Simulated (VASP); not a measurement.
Method: PBE GGA, VASP's PBE PAW potentials (set 64) (plane waves; VASP).

Input for VASP

KPOINTS:
```
Automatic mesh
0
Gamma
11 11 11
0 0 0
```

### POSCAR
```
CuZn
1
    2.9500000000     0.0000000000     0.0000000000
    0.0000000000     2.9500000000     0.0000000000
    0.0000000000     0.0000000000     2.9500000000
Zn Cu
1 1
Direct
  0.5000000000   0.5000000000   0.5000000000
  0.0000000000   0.0000000000   0.0000000000
```

**INCAR**
```
! general
SYSTEM   =  CuZn
PREC     =  Accurate
ENCUT    =  400   ! plane-wave cut-off (eV)
LREAL    =  .FALSE.   ! projection in real space or not
LASPH    =  .TRUE.   ! aspherical one-centre terms
NELECT   =  23.5

! electronic loop
EDIFF    =  1E-6   ! SCF stop (eV)
NELM     =  100   ! most electronic steps
ALGO     =  Normal
LMAXMIX  =  4   ! l cut-off of mixed one-centre charges

! smearing
ISMEAR   =  0
SIGMA    =  0.05

! functional
GGA      =  PE   ! PBE

! ions
ISIF     =  2   ! forces and stress, cell fixed

! output
LWAVE    =  .FALSE.
LCHARG   =  .FALSE.
```

POTCAR, in this order: Zn Cu (PBE.64 set). Program: vasp_std.

Problem. What will the output report for the number of irreducible k-points (NKPTS), number of bands (NBANDS), largest plane-wave count, number of space-group operations, FFT grid (NGX, NGY, NGZ)?

Solution. 
```yaml
number of irreducible k-points (NKPTS): 56
number of bands (NBANDS): 16
largest_plane_wave_count: 476
number_of_space_group_operations: 48
FFT grid (NGX, NGY, NGZ): 20 × 20 × 20
```

The compound is CuZn in the CsCl type structure. The cell was not relaxed at this level. The run is one of a series of settings (ISMEAR = 0, NELECT = 23.5, SIGMA = 0.05 against the base run), some of them coarse on purpose.
